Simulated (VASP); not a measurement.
Given:

```
PbSe
1.0
    4.19003     0.00000     0.00000
   -2.09501     3.62867     0.00000
    0.00000     0.00000     3.92133
Pb Se
1 1
Cartesian
  0.00000   0.00000   0.00000
  2.09502   1.20956   1.96066
```

Calculation: r2SCAN meta-GGA, VASP's PBE PAW potentials (set 64) (plane waves; VASP). Run with 400 eV cut-off, 11×11×11 Γ-centred mesh, tetrahedra with Blöchl corrections, potentials Pb_d Se.

Unless said otherwise, spin-orbit coupling is left out, though it shifts the bands of the heavy elements here.

Q: What does the run give for the energy per atom (σ→0), band gap (over mesh and band path) with the smallest direct gap where there is one?

A: 
```
Property                                                              Result
----------------------------------  ----------------------------------------
band gap (over mesh and band path)  none (metal, semimetal or under 0.01 eV)
energy per atom (σ→0)                                        -35.838 eV/atom
```

Total energies compare only between runs with the same potentials, cut-off and functional.

The structure was generated: PbSe was put into the WC type (P-6m2), which need not be its known phase. It was relaxed first.
